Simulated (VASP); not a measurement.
Input:

```xyz
6
Lattice="2.8247 0.0000 0.0000 -1.4123 2.4463 0.0000 0.0000 0.0000 9.6808" Properties=species:S:1:pos:R:3 pbc="T T T"
Tc     0.0000     1.6308     3.7992
Tc     1.4124     0.8154     5.8816
Tc     1.4124     0.8154     8.6396
Tc     0.0000     1.6308     1.0412
N      0.0000     1.6308     7.2606
N      1.4124     0.8154     2.4202
```

All values below come from LDA (Ceperley-Alder, Perdew-Zunger), VASP's LDA PAW potentials (set 64) (plane waves; VASP). Numerical set-up: 400 eV cut-off, 11×11×3 Γ-centred mesh, Gaussian smearing of 0.10 eV, potentials Tc_pv N.

Give the energies of bands 23 to 36 at the high-symmetry points, in eV from the Fermi level.

```tsv
band	Γ	M	K	A	L	H
23	-3.07	-4.23	-3.61	-2.61	-3.98	-3.90
24	-2.78	-3.99	-3.61	-2.61	-3.98	-3.90
25	-2.78	-3.75	-3.37	-2.61	-3.02	-3.08
26	-2.64	-2.26	-3.37	-2.61	-3.02	-3.08
27	-2.64	-2.08	-2.42	-2.59	-1.25	-2.02
28	-2.40	-1.60	-1.63	-2.59	-1.25	-2.02
29	-2.40	-0.69	-1.50	-1.93	-1.18	-1.18
30	-1.94	0.23	0.31	-1.93	-1.18	-1.18
31	-1.44	0.87	0.43	-1.93	1.27	0.52
32	-0.65	1.39	0.43	-1.93	1.27	0.52
33	-0.65	1.53	0.46	-0.79	1.75	1.13
34	-0.41	1.65	1.18	-0.79	1.75	1.13
35	-0.41	1.75	1.18	0.75	1.87	1.44
36	-0.28	1.91	1.52	0.75	1.87	1.44
```

It has no gap at this level: it comes out as a metal or semimetal.

The structure comes from a computed database's Tc2N entry (P6_3/mmc); how it stands against other phases isn't given here. The cell was not relaxed at this level.
